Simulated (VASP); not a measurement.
```xyz
2
Lattice="3.2196 0.0000 0.0000 0.0000 3.2196 0.0000 0.0000 0.0000 3.2196" Properties=species:S:1:pos:R:3 pbc="T T T"
In     1.6098     1.6098     1.6098
Pd     0.0000     0.0000     0.0000
```

Level of theory: LDA (Ceperley-Alder, Perdew-Zunger), VASP's LDA PAW potentials (set 64) (plane waves; VASP 6.6.1). Run with 520 eV cut-off, 13×13×13 Γ-centred mesh, tetrahedra with Blöchl corrections, potentials In_d Pd.

Task: The job: PdIn (CsCl type), 2 atoms, LDA, static run, 520 eV, 13×13×13 Γ-centred mesh. Roughly how much core time does it take on a busy server core?

Result: About 20 core-seconds (one run on a shared machine, a rough figure). It had 84 irreducible k-points, 15 bands, up to 916 plane waves and 12 electronic steps.

The compound is PdIn in the CsCl type structure. It was relaxed first. The electron count is odd and the run is not spin-polarised, which forces a metal.
